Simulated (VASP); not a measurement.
Level of theory: PBE GGA, VASP's PBE PAW potentials (set 64) (plane waves; VASP).

A VASP calculation is set up with these files.

**INCAR**
```
ALGO = Normal
EDIFF = 1E-6
EDIFFG = -0.01
ENCUT = 400
GGA = PE
IBRION = 2
ISIF = 3
ISMEAR = 1
LASPH = .True.
LCHARG = .False.
LMAXMIX = 6
LREAL = .False.
LWAVE = .False.
NELM = 100
NSW = 60
PREC = Accurate
SIGMA = 0.1
SYSTEM = HgTe
```

### KPOINTS
```
kpoints
0
G
9 9 9
```

### POSCAR
```
HgTe
1.0
  0.0000000000   3.3244175925   3.3244175925
  3.3244175925   0.0000000000   3.3244175925
  3.3244175925   3.3244175925   0.0000000000
Hg Te
1 1
Cartesian
  0.0000000000   0.0000000000   0.0000000000
  1.6622087963   1.6622087963   1.6622087963
```

POTCAR, in this order: Hg Te (PBE.64 set). Program: vasp_std.

The resulting files:

**OUTCAR**
```
 ion  position               nearest neighbor table
   1  0.000  0.000  0.000-   2 2.88   2 2.88   2 2.88   2 2.88
   2  0.250  0.250  0.250-   1 2.88   1 2.88   1 2.88   1 2.88
  LATTYP: Found a face centered cubic cell.
 ALAT       =     6.6488351850
 Subroutine PRICEL returns:
 Original cell was already a primitive cell.
 Subroutine GETGRP returns: Found 24 space group operations
The static configuration has the point symmetry T_d .
The dynamic configuration has the point symmetry T_d .
 Subroutine INISYM returns: Found 24 space group operations
 Subroutine IBZKPT returns following result:
 Found     35 irreducible k-points:

 Following reciprocal coordinates:
            Coordinates               Weight
  0.000000  0.000000  0.000000      1.000000
  0.111111  0.000000  0.000000      8.000000
  0.222222  0.000000  0.000000      8.000000
  0.333333  0.000000  0.000000      8.000000
  0.444444  0.000000  0.000000      8.000000
  0.111111  0.111111  0.000000      6.000000
  0.222222  0.111111  0.000000     24.000000
  0.333333  0.111111  0.000000     24.000000
  0.444444  0.111111  0.000000     24.000000
 -0.444444  0.111111  0.000000     24.000000
 -0.333333  0.111111  0.000000     24.000000
 -0.222222  0.111111  0.000000     24.000000
 -0.111111  0.111111  0.000000     12.000000
  0.222222  0.222222  0.000000      6.000000
  0.333333  0.222222  0.000000     24.000000
  0.444444  0.222222  0.000000     24.000000
 -0.444444  0.222222  0.000000     24.000000
 -0.333333  0.222222  0.000000     24.000000
 -0.222222  0.222222  0.000000     12.000000
  0.333333  0.333333  0.000000      6.000000
  0.444444  0.333333  0.000000     24.000000
 -0.444444  0.333333  0.000000     24.000000
 -0.333333  0.333333  0.000000     12.000000
  0.444444  0.444444  0.000000      6.000000
 -0.444444  0.444444  0.000000     12.000000
  0.333333  0.222222  0.111111     24.000000
  0.444444  0.222222  0.111111     48.000000
 -0.444444  0.222222  0.111111     48.000000
  0.444444  0.333333  0.111111     24.000000
 -0.444444  0.333333  0.111111     48.000000
 -0.333333  0.333333  0.111111     48.000000
 -0.222222  0.333333  0.111111     24.000000
 -0.444444  0.444444  0.111111     24.000000
 -0.333333  0.444444  0.111111     24.000000
 -0.333333  0.444444  0.222222     24.000000
   k-points           NKPTS =     35   k-points in BZ     NKDIM =     35   number of bands    NBANDS=     13
   number of dos      NEDOS =    301   number of ions     NIONS =      2
   total plane-waves  NPLWV =  32768
   dimension x,y,z NGX =    32 NGY =   32 NGZ =   32
   dimension x,y,z NGXF=    64 NGYF=   64 NGZF=   64
   ions per type =               1   1
   PREC   = accura    normal or accurate (medium, high low for compatibility)
   ISTART =      0    job   : 0-new  1-cont  2-samecut
   ICHARG =      2    charge: 1-file 2-atom 10-const
   ISPIN  =      1    spin polarized calculation?
   LNONCOLLINEAR =      F non collinear calculations
   LSORBIT =      F    spin-orbit coupling
   INIWAV =      1    electr: 0-lowe 1-rand  2-diag
   ENCUT  =  400.0 eV  29.40 Ry    5.42 a.u.   7.67  7.67  7.67*2*pi/ulx,y,z
   NELM   =    100;   NELMIN=  2; NELMDL= -5     # of ELM steps
   EDIFF  = 0.1E-05   stopping-criterion for ELM
   LREAL  =      F    real-space projection
   NLSPLINE    = F    spline interpolate recip. space projectors
   LMAXMIX     =    6 max onsite mixed and CHGCAR
   VOSKOWN=      0    Vosko Wilk Nusair interpolation
   EDIFFG = -.1E-01   stopping-criterion for IOM
   NSW    =     60    number of steps for IOM
   NBLOCK =      1;   KBLOCK =     60    inner block; outer block
   IBRION =      2    ionic relax: 0-MD 1-quasi-New 2-CG
...
```

### OSZICAR
```
       N       E                     dE             d eps       ncg     rms          rms(c)
DAV:   1     0.897520427403E+02    0.89752E+02   -0.68699E+03   918   0.948E+02
DAV:   2    -0.290378109992E+00   -0.90042E+02   -0.86110E+02  1045   0.241E+02
DAV:   3    -0.381545316323E+01   -0.35251E+01   -0.34991E+01  1080   0.500E+01
DAV:   4    -0.385164724833E+01   -0.36194E-01   -0.36191E-01  1310   0.452E+00
DAV:   5    -0.385173601774E+01   -0.88769E-04   -0.88769E-04  1090   0.216E-01    0.660E+00
DAV:   6    -0.365656808467E+01    0.19517E+00   -0.48129E-01  1035   0.969E+00    0.535E+00
DAV:   7    -0.365117059084E+01    0.53975E-02   -0.98265E-02  1020   0.239E+00    0.208E+00
DAV:   8    -0.365066687334E+01    0.50372E-03   -0.93669E-03   945   0.127E+00    0.534E-01
DAV:   9    -0.365070837048E+01   -0.41497E-04   -0.82394E-04  1085   0.346E-01    0.108E-01
DAV:  10    -0.365073965095E+01   -0.31280E-04   -0.93049E-05  1018   0.953E-02    0.498E-02
DAV:  11    -0.365075429529E+01   -0.14644E-04   -0.31290E-05   955   0.448E-02    0.247E-02
DAV:  12    -0.365075329836E+01    0.99693E-06   -0.39076E-06  1075   0.157E-02
   1 F= -.36507533E+01 E0= -.36508545E+01  d E =-.365075E+01
       N       E                     dE             d eps       ncg     rms          rms(c)
DAV:   1    -0.365158226686E+01   -0.82797E-03   -0.16680E-02   975   0.156E+00    0.221E-01
DAV:   2    -0.365087161271E+01    0.71065E-03   -0.18473E-03   950   0.621E-01    0.677E-02
DAV:   3    -0.365079453257E+01    0.77080E-04   -0.20993E-04   950   0.140E-01    0.675E-02
DAV:   4    -0.365078042832E+01    0.14104E-04   -0.24097E-05   985   0.374E-02    0.112E-02
DAV:   5    -0.365077897277E+01    0.14555E-05   -0.37161E-06   925   0.236E-02    0.995E-03
DAV:   6    -0.365077874292E+01    0.22985E-06   -0.65750E-07   630   0.831E-03
   2 F= -.36507787E+01 E0= -.36508798E+01  d E =-.254446E-04
```

OUTCAR:
```
------------------------ aborting loop because EDIFF is reached ----------------------------------------
  FORCE on cell =-STRESS in cart. coord.  units (eV):
  Direction    XX          YY          ZZ          XY          YZ          ZX
  --------------------------------------------------------------------------------------
  Total        0.0016297      0.0016297      0.0016297      0.0000000      0.0000000     -0.0000000
  in kB        0.0354534      0.0354534      0.0354534      0.0000000      0.0000000     -0.0000000
  external PRESSURE =       0.0354534 kB  Pullay stress =       0.0000000 kB
  volume of cell :       73.65
      direct lattice vectors                 reciprocal lattice vectors
    -0.000000000  3.326903727  3.326903727    -0.150289891  0.150289891  0.150289891
     3.326903727 -0.000000000  3.326903727     0.150289891 -0.150289891  0.150289891
     3.326903727  3.326903727 -0.000000000     0.150289891  0.150289891 -0.150289891
 POSITION                                       TOTAL-FORCE (eV/Angst)
 -----------------------------------------------------------------------------------
      0.00000      0.00000      0.00000         0.000000      0.000000      0.000000
      1.66345      1.66345      1.66345        -0.000000     -0.000000     -0.000000
 -----------------------------------------------------------------------------------
    total drift:                               -0.000000     -0.000000     -0.000000
  FREE ENERGIE OF THE ION-ELECTRON SYSTEM (eV)
  ---------------------------------------------------
  free  energy   TOTEN  =        -3.6507787429 eV

  energy  without entropy=       -3.6510819445  energy(sigma->0) =       -3.65087981

 reached required accuracy - stopping structural energy minimisation
```
(Selected blocks of OUTCAR.)

File CONTCAR:
```
HgTe
   1.00000000000000
    -0.0000000000000000    3.3269037268228971    3.3269037268228971
     3.3269037268228971   -0.0000000000000000    3.3269037268228971
     3.3269037268228971    3.3269037268228971   -0.0000000000000000
  Hg              Te
     1     1
Direct
     0.0000000000000000    0.0000000000000000    0.0000000000000000
     0.2500000000000000    0.2500000000000000    0.2500000000000000
```

The compound is HgTe in the zinc blende structure. This run relaxes it. Symmetry was kept, so distortions that lower it aren't found. The start is the result of an earlier pass.
